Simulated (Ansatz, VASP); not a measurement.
# SiO2 in two plane-wave programs

One calculation is typed for both programs; each brings its own data sets. How far apart do they land? The cell is taken from a series of runs on this material, whose earlier steps may have relaxed, scaled, displaced or heated it; both programs get it as it stands.

Calculated with Ansatz 0.2.0; plane waves, with VASP 6.6.1 beside it; dielectric response at PBE.

### 1. The structure

It takes space group C2 (No. 5, monoclinic). The conventional cell has a = 8.515 Å, b = 4.917 Å, c = 5.407 Å, α = 90.00°, β = 90.00°, γ = 90.00°. Nearest to Si lie 4 O at 1.60 to 1.62 Å. Si has 4 O at 1.61 Å nearest. O has 2 Si at 1.61 to 1.62 Å nearest. O has 2 Si at 1.60 to 1.61 Å nearest. Nearest to O lie 2 Si at 1.61 Å. Farther neighbours and most contacts between anions are not listed.

### 2. VASP: dielectric response, PBE

The response to a field tests empty states and converges slowly with the mesh.

Lines of VASP's logs that name or quote its potential files are left out, and so is its time.

INCAR

```
SYSTEM = SiO2
PREC = Accurate
ENCUT = 520
EDIFF = 1E-08
NELM = 120
ISMEAR = 0
SIGMA = 0.01
LREAL = .FALSE.
ALGO = Normal
GGA = PE
NBANDS = 33
LORBIT = 11
LWAVE = .FALSE.
LCHARG = .FALSE.
ISIF = 2
LEPSILON = .TRUE.
LASPH = .TRUE.
GGA_COMPAT = .FALSE.
EFERMI = MIDGAP
KPAR = 2
```

POSCAR

```
SiO2
1.0
    4.2573816869     -2.4585013378      0.0000000000
    4.2573816869      2.4585013378      0.0000000000
    0.0000000000      0.0000000000      5.4070000000
Si O
3 6
Direct
    0.0000000000      0.5299000000      0.8333000000
    0.5299500000      0.4700500000      0.5000000000
    0.4701000000      0.0000000000      0.1667000000
    0.7321000000      0.8540000000      0.9507000000
    0.4139000000      0.7329000000      0.2853000000
    0.1460000000      0.2679000000      0.0493000000
    0.5863000000      0.1464000000      0.3807000000
    0.8536000000      0.4137000000      0.6193000000
    0.2671000000      0.5861000000      0.7147000000
```

KPOINTS

```
Automatic mesh
0
Gamma
5 5 4
0 0 0
```

Potentials, in the order of the species: Si and O (PBE family, release 64).

Run with:

```sh
> mpirun -np 2 vasp_std
```

Numbers of over 12 decimals in the logs are rounded to 6 here.

What it wrote:

```text
[banner, memory and clock lines left out]
running    2 mpi-ranks, on    1 nodes
 distrk:  each k-point on    1 cores,    2 groups
 distr:  one band on    1 cores,    1 groups

 POSCAR found type information on POSCAR SiO
 POSCAR found :  2 types and       9 ions
 LDA part: xc-table for (Slater+PW92), standard interpolation
 POSCAR, INCAR and KPOINTS ok, starting setup
 FFT: planning ... GRIDC
 FFT: planning ... GRID_SOFT
 FFT: planning ... GRID
 WAVECAR not read
 entering main loop
       N       E                     dE             d eps       ncg     rms          rms(c)
DAV:   1     0.281955938097E+03    0.28196E+03   -0.25444E+04  2186   0.135E+03
DAV:   2    -0.622203032596E+02   -0.34418E+03   -0.33293E+03  2837   0.310E+02
DAV:   3    -0.803875091576E+02   -0.18167E+02   -0.18095E+02  2756   0.759E+01
DAV:   4    -0.805881383854E+02   -0.20063E+00   -0.20043E+00  2756   0.895E+00
DAV:   5    -0.805911307022E+02   -0.29923E-02   -0.29914E-02  2724   0.108E+00    0.257E+01
DAV:   6    -0.710005015705E+02    0.95906E+01   -0.36081E+01  2578   0.324E+01    0.122E+01
DAV:   7    -0.710159053683E+02   -0.15404E-01   -0.10620E+00  2764   0.505E+00    0.445E+00
DAV:   8    -0.710165621125E+02   -0.65674E-03   -0.52618E-02  2628   0.171E+00    0.166E+00
DAV:   9    -0.710284720704E+02   -0.11910E-01   -0.26204E-02  2684   0.114E+00    0.331E-01
DAV:  10    -0.710300653675E+02   -0.15933E-02   -0.29875E-03  2668   0.298E-01    0.942E-02
DAV:  11    -0.710300534395E+02    0.11928E-04   -0.71309E-04  2724   0.160E-01    0.157E-02
DAV:  12    -0.710300625918E+02   -0.91523E-05   -0.21826E-05  2748   0.279E-02    0.122E-02
DAV:  13    -0.710300651367E+02   -0.25449E-05   -0.77542E-06  2684   0.155E-02    0.429E-03
DAV:  14    -0.710300656549E+02   -0.51828E-06   -0.53957E-07  2732   0.418E-03    0.115E-03
DAV:  15    -0.710300656846E+02   -0.29634E-07   -0.39569E-08  2412   0.112E-03    0.492E-04
DAV:  16    -0.710300656707E+02    0.13836E-07   -0.78265E-09  1940   0.613E-04    0.275E-04
DAV:  17    -0.710300656705E+02    0.26739E-09   -0.17833E-09  1908   0.263E-04
   1 F= -.71030066E+02 E0= -.71030066E+02  d E =0.000000E+00
 Linear response reoptimize wavefunctions to high precision
DAV:   1    -0.710300656674E+02    0.30705E-08   -0.55304E-10  1908   0.162E-04
DAV:   2    -0.710300656673E+02    0.43656E-10   -0.12306E-10  1716   0.626E-05
 Linear response G [H, r] |phi>, progress :
  Direction:   1
       N       E                     dE             d eps       ncg     rms
RMM:   1    -0.182384619332E+03   -0.18238E+03    0.18756E+02  4889   0.971E+01
RMM:   2    -0.172724729677E+03    0.96599E+01   -0.99460E+00  3786   0.179E+01
RMM:   3    -0.172807683767E+03   -0.82954E-01   -0.16112E-01  3939   0.207E+00
RMM:   4    -0.172810618928E+03   -0.29352E-02   -0.48373E-03  4120   0.333E-01
RMM:   5    -0.172810668079E+03   -0.49152E-04   -0.37668E-04  4141   0.618E-02
RMM:   6    -0.172810668754E+03   -0.67470E-06   -0.19965E-04  4163   0.203E-02
RMM:   7    -0.172810667965E+03    0.78872E-06   -0.18598E-04  4184   0.149E-02
RMM:   8    -0.172810667982E+03   -0.16792E-07   -0.18488E-04  4181   0.143E-02
RMM:   9    -0.172810667978E+03    0.36792E-08   -0.18356E-04  4182   0.142E-02
RMM:  10    -0.172810668088E+03   -0.10925E-06   -0.17091E-04  4189   0.142E-02
 Linear response G [H, r] |phi>, progress :
  Direction:   2
       N       E                     dE             d eps       ncg     rms
RMM:   1    -0.182356132766E+03   -0.18236E+03    0.18759E+02  4874   0.971E+01
RMM:   2    -0.172721467886E+03    0.96347E+01   -0.99788E+00  3777   0.179E+01
RMM:   3    -0.172803600180E+03   -0.82132E-01   -0.16198E-01  3943   0.208E+00
RMM:   4    -0.172806465183E+03   -0.28650E-02   -0.43519E-03  4114   0.331E-01
RMM:   5    -0.172806525412E+03   -0.60229E-04   -0.88784E-05  4136   0.615E-02
RMM:   6    -0.172806526878E+03   -0.14657E-05    0.79095E-05  4166   0.201E-02
RMM:   7    -0.172806526969E+03   -0.91465E-07    0.81424E-05  4178   0.146E-02
RMM:   8    -0.172806526653E+03    0.31618E-06    0.87331E-05  4183   0.140E-02
RMM:   9    -0.172806526625E+03    0.28404E-07    0.87156E-05  4184   0.139E-02
RMM:  10    -0.172806526673E+03   -0.48493E-07    0.85990E-05  4192   0.139E-02
 Linear response G [H, r] |phi>, progress :
  Direction:   3
       N       E                     dE             d eps       ncg     rms
RMM:   1    -0.181486943047E+03   -0.18149E+03    0.19151E+02  4871   0.969E+01
RMM:   2    -0.172675896558E+03    0.88110E+01   -0.10130E+01  3773   0.180E+01
RMM:   3    -0.172756363275E+03   -0.80467E-01   -0.16564E-01  3942   0.210E+00
RMM:   4    -0.172759748801E+03   -0.33855E-02   -0.45032E-03  4120   0.339E-01
RMM:   5    -0.172759853256E+03   -0.10445E-03   -0.24266E-04  4139   0.630E-02
RMM:   6    -0.172759862416E+03   -0.91595E-05   -0.13243E-04  4154   0.212E-02
RMM:   7    -0.172759861688E+03    0.72704E-06   -0.11727E-04  4175   0.156E-02
RMM:   8    -0.172759860901E+03    0.78774E-06   -0.98171E-05  4177   0.150E-02
RMM:   9    -0.172759861690E+03   -0.78951E-06   -0.16209E-04  4168   0.149E-02
RMM:  10    -0.172759861594E+03    0.96365E-07   -0.17703E-04  4173   0.149E-02
 Linear response to external field (no local field effect), progress :
  Direction:   1
       N       E                     dE             d eps       ncg     rms          rms(c)
[...]
RMM:   5    -0.484127641973E+00   -0.10475E-06   -0.42004E-07  4092   0.202E-03
RMM:   6    -0.484127648309E+00   -0.63361E-08   -0.21707E-07  3884   0.916E-04
RMM:   7    -0.484127648592E+00   -0.28218E-09   -0.20881E-07  3665   0.764E-04
RMM:   8    -0.484127648646E+00   -0.54057E-10   -0.20899E-07  3599   0.746E-04
RMM:   9    -0.484127648647E+00   -0.16546E-11   -0.20921E-07  3569   0.744E-04
RMM:  10    -0.484127648637E+00    0.10415E-10   -0.21192E-07  3570   0.744E-04
 change of polarisation eV/A/(eV/A) component  2 :     0.020     0.968    -0.002
 dielectric tensor                  component  2 :     0.033     2.548    -0.003
 Linear response to external field (no local field effect), progress :
  Direction:   3
       N       E                     dE             d eps       ncg     rms          rms(c)
RMM:   1    -0.485973562228E+00   -0.48597E+00   -0.12462E+00  3951   0.289E+00
RMM:   2    -0.488237936987E+00   -0.22644E-02   -0.10516E-02  3831   0.477E-01
RMM:   3    -0.488344639001E+00   -0.10670E-03   -0.17083E-04  3970   0.537E-02
RMM:   4    -0.488348355910E+00   -0.37169E-05   -0.53723E-06  4083   0.862E-03
RMM:   5    -0.488348464726E+00   -0.10882E-06   -0.53033E-07  4065   0.201E-03
RMM:   6    -0.488348472020E+00   -0.72943E-08   -0.30756E-07  3873   0.939E-04
RMM:   7    -0.488348472305E+00   -0.28467E-09   -0.29679E-07  3630   0.796E-04
RMM:   8    -0.488348472394E+00   -0.88473E-10   -0.29637E-07  3571   0.780E-04
RMM:   9    -0.488348472404E+00   -0.10307E-10   -0.29576E-07  3548   0.777E-04
RMM:  10    -0.488348472388E+00    0.16144E-10   -0.29111E-07  3550   0.777E-04
 change of polarisation eV/A/(eV/A) component  3 :    -0.001    -0.002     0.977
 dielectric tensor                  component  3 :    -0.001    -0.003     2.561
 Linear response to external field, progress :
  Direction:   1
       N       E                     dE             d eps       ncg     rms          rms(c)
RMM:   1    -0.481327902101E+00   -0.48133E+00   -0.12187E+00  6133   0.288E+00
RMM:   2    -0.483509019631E+00   -0.21811E-02   -0.10369E-02  5974   0.476E-01    0.126E+00
RMM:   3    -0.463946761164E+00    0.19562E-01   -0.42951E-02  6247   0.958E-01    0.701E-01
RMM:   4    -0.474966792540E+00   -0.11020E-01   -0.93772E-03  6283   0.482E-01    0.284E-01
RMM:   5    -0.492736463281E+00   -0.17770E-01   -0.38977E-03  6245   0.294E-01    0.596E-02
RMM:   6    -0.495717269483E+00   -0.29808E-02   -0.28203E-04  6087   0.736E-02    0.136E-02
RMM:   7    -0.496041835501E+00   -0.32457E-03   -0.44843E-05  6309   0.177E-02    0.622E-03
RMM:   8    -0.496287876371E+00   -0.24604E-03   -0.12996E-05  6109   0.756E-03    0.143E-03
RMM:   9    -0.496327011991E+00   -0.39136E-04   -0.32773E-06  6375   0.243E-03    0.392E-04
RMM:  10    -0.496324509220E+00    0.25028E-05   -0.10260E-06  6355   0.115E-03    0.945E-05
RMM:  11    -0.496324815854E+00   -0.30663E-06   -0.15691E-06  6154   0.762E-04    0.473E-05
RMM:  12    -0.496324602771E+00    0.21308E-06   -0.17467E-06  5983   0.732E-04    0.296E-05
RMM:  13    -0.496324642562E+00   -0.39792E-07   -0.16855E-06  5779   0.714E-04    0.118E-05
RMM:  14    -0.496324635443E+00    0.71190E-08   -0.15066E-06  5779   0.706E-04    0.537E-06
 change of polarisation eV/A/(eV/A) component  1 :     0.902    -0.000    -0.001
 dielectric tensor                  component  1 :     2.441    -0.000    -0.001
 Linear response to external field, progress :
  Direction:   2
       N       E                     dE             d eps       ncg     rms          rms(c)
RMM:   1    -0.481772910039E+00   -0.48177E+00   -0.12211E+00  3971   0.288E+00
RMM:   2    -0.484021998855E+00   -0.22491E-02   -0.10385E-02  3862   0.476E-01    0.126E+00
RMM:   3    -0.464605242980E+00    0.19417E-01   -0.45057E-02  4040   0.961E-01    0.702E-01
RMM:   4    -0.475326780614E+00   -0.10722E-01   -0.82134E-03  4076   0.480E-01    0.284E-01
RMM:   5    -0.493178127222E+00   -0.17851E-01   -0.32046E-03  4027   0.294E-01    0.595E-02
RMM:   6    -0.496224469757E+00   -0.30463E-02   -0.31071E-04  3923   0.733E-02    0.135E-02
RMM:   7    -0.496542981155E+00   -0.31851E-03    0.20439E-05  4086   0.175E-02    0.624E-03
RMM:   8    -0.496794996859E+00   -0.25202E-03    0.59123E-06  3961   0.769E-03    0.148E-03
RMM:   9    -0.496834154739E+00   -0.39158E-04   -0.12468E-07  4121   0.244E-03    0.393E-04
RMM:  10    -0.496831532949E+00    0.26218E-05    0.47406E-06  4099   0.111E-03    0.796E-05
RMM:  11    -0.496831606998E+00   -0.74049E-07    0.36832E-06  3910   0.718E-04    0.415E-05
RMM:  12    -0.496831451986E+00    0.15501E-06    0.42608E-06  3814   0.696E-04    0.274E-05
RMM:  13    -0.496831563049E+00   -0.11106E-06    0.39753E-06  3654   0.682E-04    0.103E-05
RMM:  14    -0.496831553263E+00    0.97868E-08    0.37902E-06  3645   0.675E-04    0.489E-06
 change of polarisation eV/A/(eV/A) component  2 :     0.020     0.903    -0.003
 dielectric tensor                  component  2 :     0.033     2.443    -0.004
 Linear response to external field, progress :
  Direction:   3
       N       E                     dE             d eps       ncg     rms          rms(c)
RMM:   1    -0.485973550544E+00   -0.48597E+00   -0.12462E+00  6108   0.289E+00
RMM:   2    -0.488237945687E+00   -0.22644E-02   -0.10516E-02  5941   0.477E-01    0.123E+00
RMM:   3    -0.473363054840E+00    0.14875E-01   -0.29751E-02  6184   0.825E-01    0.705E-01
RMM:   4    -0.487766543455E+00   -0.14403E-01   -0.89071E-03  6211   0.503E-01    0.241E-01
RMM:   5    -0.503493278306E+00   -0.15727E-01   -0.17708E-03  6243   0.237E-01    0.570E-02
RMM:   6    -0.506492655153E+00   -0.29994E-02    0.51862E-06  6053   0.683E-02    0.103E-02
RMM:   7    -0.506844568503E+00   -0.35191E-03    0.15939E-06  6329   0.147E-02    0.556E-03
RMM:   8    -0.507093953624E+00   -0.24939E-03    0.78993E-06  5999   0.669E-03    0.130E-03
RMM:   9    -0.507109779760E+00   -0.15826E-04    0.99242E-06  6367   0.229E-03    0.360E-04
RMM:  10    -0.507112009568E+00   -0.22298E-05    0.35325E-06  6325   0.107E-03    0.104E-04
RMM:  11    -0.507111035309E+00    0.97426E-06    0.22054E-06  6027   0.761E-04    0.359E-05
RMM:  12    -0.507111111115E+00   -0.75806E-07    0.21075E-06  5842   0.729E-04    0.124E-05
RMM:  13    -0.507111091287E+00    0.19828E-07    0.21993E-06  5619   0.722E-04    0.264E-06
 change of polarisation eV/A/(eV/A) component  3 :    -0.001    -0.000     0.922
 dielectric tensor                  component  3 :    -0.001    -0.000     2.474
 Born effective charges drift removed
```

From OUTCAR (step 2):

```text
ion  position               nearest neighbor table
   1  0.000  0.530  0.833-   9 1.60   4 1.61   8 1.61   6 1.62   2 3.06   2 3.06   3 3.06   3 3.06

  LATTYP: Found a base centered orthorhombic cell.
 ALAT       =     4.9170026756
 B/A-ratio  =     1.7316979338
 C/A-ratio  =     1.0996536623

 Subroutine GETGRP returns: Found  2 space group operations
 (whereof  2 operations were pure point group operations)

The static configuration has the point symmetry C_2 .

 Found     33 irreducible k-points:

   k-points           NKPTS =     33   k-points in BZ     NKDIM =     33   number of bands    NBANDS=     33

   dimension x,y,z NGX =    40 NGY =   40 NGZ =   40
   dimension x,y,z NGXF=    80 NGYF=   80 NGZF=   80

   ENCUT  =  520.0 eV  38.22 Ry    6.18 a.u.   9.14  9.14 10.05*2*pi/ulx,y,z

   NELECT =      48.0000    total number of electrons

 k-points in reciprocal lattice and weights: Automatic mesh
   0.00000000  0.00000000  0.00000000       0.010
   0.20000000 -0.00000000  0.00000000       0.040
   0.40000000  0.00000000  0.00000000       0.040
   0.20000000  0.20000000  0.00000000       0.020
   0.40000000  0.20000000  0.00000000       0.040
  -0.40000000  0.20000000  0.00000000       0.040
  -0.20000000  0.20000000  0.00000000       0.020
   0.40000000  0.40000000  0.00000000       0.020
  -0.40000000  0.40000000  0.00000000       0.020
[...]
0.40000000  0.40000000  0.50000000       0.020
  -0.40000000  0.40000000  0.50000000       0.020

 average (electrostatic) potential at core
       1 -86.4040       2 -86.4325       3 -86.4040       4 -72.3749       5 -72.3981
       6 -72.3749       7 -72.3949       8 -72.3949       9 -72.3981

  Total        5.3079879      5.0053039      4.8819447      0.0000000      0.0000000      0.1617794
  in kB       75.1347943     70.8502896     69.1041347      0.0000000      0.0000000      2.2899937
  external PRESSURE =      71.6964062 kB  Pullay stress =       0.0000000 kB

  energy-cutoff  :      520.00
  volume of cell :      113.19
      direct lattice vectors                 reciprocal lattice vectors
     4.257381687 -2.458501338  0.000000000     0.117443076 -0.203375932  0.000000000
     4.257381687  2.458501338  0.000000000     0.117443076  0.203375932  0.000000000
     0.000000000  0.000000000  5.407000000     0.000000000  0.000000000  0.184945441

 POSITION                                       TOTAL-FORCE (eV/Angst)
 -----------------------------------------------------------------------------------
      2.25599      1.30276      4.50565        -0.100715     -0.079144      0.140917
      4.25738     -0.14726      2.70350         0.000000      0.062975      0.000000
      2.00140     -1.15574      0.90135         0.100715     -0.079144     -0.140917
      6.75263      0.29969      5.14043         0.246867      0.325563      0.007901
      4.88237      0.78426      1.54262        -0.406264      0.063949     -0.042540
      1.76213      0.29969      0.26657        -0.246867      0.325563     -0.007901
      3.11938     -1.08149      2.05844         0.034874     -0.341856      0.189190
      5.39538     -1.08149      3.34856        -0.034874     -0.341856     -0.189190
      3.63240      0.78426      3.86438         0.406264      0.063949      0.042540
 -----------------------------------------------------------------------------------
    total drift:                                0.000000     -0.000254     -0.000000

 MACROSCOPIC STATIC DIELECTRIC TENSOR (including local field effects in DFT)
 ------------------------------------------------------
           2.441397     0.000000    -0.000948
           0.000000     2.442879     0.000000
          -0.000949     0.000000     2.474406
 ------------------------------------------------------

 PIEZOELECTRIC TENSOR (including local field effects)  for field in x, y, z        (C/m^2)
          XX          YY          ZZ          XY          YZ          ZX
  --------------------------------------------------------------------------------
  x     0.00000     0.00000     0.00000     0.14432     0.06810     0.00000
  y     0.14506    -0.14741     0.00351     0.00000     0.00000    -0.06723
  z     0.00000     0.00000     0.00000     0.00013     0.00195     0.00000

 BORN EFFECTIVE CHARGES (including local field effects) (in |e|, cummulative output)
 ---------------------------------------------------------------------------------
 ion    1
    1     3.14148    -0.28709     0.14702
    2    -0.29074     3.47332    -0.25889
    3    -0.12489     0.22149     3.42084
 ion    2
    1     3.64243     0.00000    -0.29176
    2     0.00000     2.97722     0.00000
    3     0.25128     0.00000     3.42887
 ion    3
    1     3.14148     0.28709     0.14702
    2     0.29074     3.47332     0.25889
    3    -0.12489    -0.22149     3.42084
 ion    4
    1    -1.06651     0.02725     0.06185
    2     0.07659    -2.24023    -0.76520
    3     0.12763    -0.77456    -1.70963
 ion    5
    1    -1.90269    -0.55940     0.63620
    2    -0.51234    -1.40638     0.43793
    3     0.60952     0.49978    -1.71199
 ion    6
    1    -1.06651    -0.02725     0.06185
    2    -0.07659    -2.24023     0.76520
    3     0.12763     0.77456    -1.70963
 ion    7
    1    -1.99349    -0.45618    -0.69918
    2    -0.50662    -1.31532    -0.33238
    3    -0.73790    -0.27553    -1.71365
 ion    8
    1    -1.99349     0.45618    -0.69918
    2     0.50662    -1.31532     0.33238
    3    -0.73790     0.27553    -1.71365
 ion    9
    1    -1.90269     0.55940     0.63620
    2     0.51234    -1.40638    -0.43793
    3     0.60952    -0.49978    -1.71199
```

(Part 1 of 2 ends here.)

[Lines on the potential files, build, host, timing and source positions are cut from VASP's logs without a mark.]

[Logs are printed without paths, hosts, clocks, repeated set-up lines and the standing remarks that a program may print on its own settings, such as how far it seeks lower states.]

[Hosts, paths, dates, database ids (printed as entryN), source tags and the programs' standing remarks are cut or masked in the printed files.]
